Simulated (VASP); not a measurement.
Data:

```
Ca
1.0
    0.00000     2.67016     2.67016
    2.67016     0.00000     2.67016
    2.67016     2.67016     0.00000
Ca
1
Direct
  0.00000   0.00000   0.00000
```

All values below come from optB88-vdW, VASP's PBE PAW potentials (set 64) (plane waves; VASP). Numerical set-up: 520 eV cut-off, 12×12×12 Γ-centred mesh, first-order Methfessel-Paxton smearing of 0.10 eV, potentials Ca_sv.

**Question.** Predict the energy per atom (σ→0), pressure, band gap (on the k-mesh) with the smallest direct gap where there is one.

**Answer.** 
- band gap (on the k-mesh): none (metal, semimetal or under 0.01 eV)
- energy per atom (σ→0): 0.574 eV/atom
- pressure: 1.10 GPa

The absolute energy has meaning only against runs of the same code, potentials and settings.

The compound is Ca in the fcc structure. This cell is one point of a volume scan, at 0.94 of the reference volume.
